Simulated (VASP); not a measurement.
Input:

```
ZnS
1.0
    0.00000     8.16896     8.16896
    8.16896     0.00000     8.16896
    8.16896     8.16896     0.00000
Zn S
27 27
Cartesian
  0.00000   0.00000   0.00000
  2.72298   2.72298   0.00000
  5.44598   5.44598   0.00000
  2.72298   0.00000   2.72298
  5.44597   2.72298   2.72298
  8.16896   5.44598   2.72298
  5.44598   0.00000   5.44598
  8.16896   2.72298   5.44598
 10.89195   5.44598   5.44598
  0.00000   2.72298   2.72298
  2.72298   5.44597   2.72298
  5.44598   8.16896   2.72298
  2.72298   2.72298   5.44597
  5.44597   5.44597   5.44597
  8.16896   8.16896   5.44597
  5.44598   2.72298   8.16896
  8.16896   5.44597   8.16896
 10.89195   8.16896   8.16896
  0.00000   5.44598   5.44598
  2.72298   8.16896   5.44598
  5.44598  10.89195   5.44598
  2.72298   5.44598   8.16896
  5.44597   8.16896   8.16896
  8.16896  10.89195   8.16896
  5.44598   5.44598  10.89195
  8.16896   8.16896  10.89195
 10.89195  10.89195  10.89195
  1.36149   1.36149   1.36149
  4.08448   4.08448   1.36149
  6.80746   6.80746   1.36149
  4.08448   1.36149   4.08448
  6.80747   4.08448   4.08448
  9.53045   6.80746   4.08448
  6.80746   1.36149   6.80746
  9.53045   4.08448   6.80746
 12.25344   6.80746   6.80746
  1.36149   4.08448   4.08448
  4.08448   6.80747   4.08448
  6.80746   9.53045   4.08448
  4.08448   4.08448   6.80747
  6.80747   6.80747   6.80747
  9.53045   9.53045   6.80747
  6.80746   4.08448   9.53045
  9.53045   6.80747   9.53045
 12.25344   9.53045   9.53045
  1.36149   6.80746   6.80746
  4.08448   9.53045   6.80746
  6.80746  12.25344   6.80746
  4.08448   6.80746   9.53045
  6.80747   9.53045   9.53045
  9.53045  12.25344   9.53045
  6.80746   6.80746  12.25344
  9.53045   9.53045  12.25344
 12.25344  12.25344  12.25344
```

All values below come from PBE GGA, VASP's PBE PAW potentials (set 64) (plane waves; VASP 6.6.1). Numerical set-up: PREC = Normal, LREAL = Auto, 400 eV cut-off, 1×1×1 Γ-centred mesh, Gaussian smearing of 0.050 eV, potentials Zn S.

The supercell is sampled at Γ alone, which is coarse: total energies, pressure and levels can be off, energies of defects by several tenths of an eV.

**Question.** Give the stress tensor in GPa (positive for a compressed cell).

**Answer.** 
```
1.02  0.00  0.00
0.00  1.02  0.00
0.00  0.00  1.02
```
The pressure is its mean diagonal, 1.02 GPa.

The cell is a supercell, built from a database entry that may be metastable or hypothetical.
